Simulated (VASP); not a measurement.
Given:

```
CaGaGeH
1.0
    4.10076     0.00000     0.00000
   -2.05038     3.55137     0.00000
    0.00000     0.00000     4.61824
Ca Ga Ge H
1 1 1 1
Cartesian
  0.00000   2.36758   4.60010
  0.00000   0.00000   2.59616
  2.05038   1.18379   1.95230
  0.00000   0.00000   4.33115
```

All values below come from PBEsol GGA, VASP's PBE PAW potentials (set 64) (plane waves; VASP 6.6.1). Settings: 400 eV cut-off, 14×14×11 Γ-centred mesh, Gaussian smearing of 0.010 eV, potentials Ca_sv Ga_d Ge_d H.

What does the run give for the energy per atom (σ→0)?

```json
{
 "energy per atom (σ→0)": "-3.904 eV/atom"
}
```

The structure comes from a computed database's CaGaGeH entry (P3m1); how it stands against other phases isn't given here. It was relaxed first, which changed the volume by -6 %.
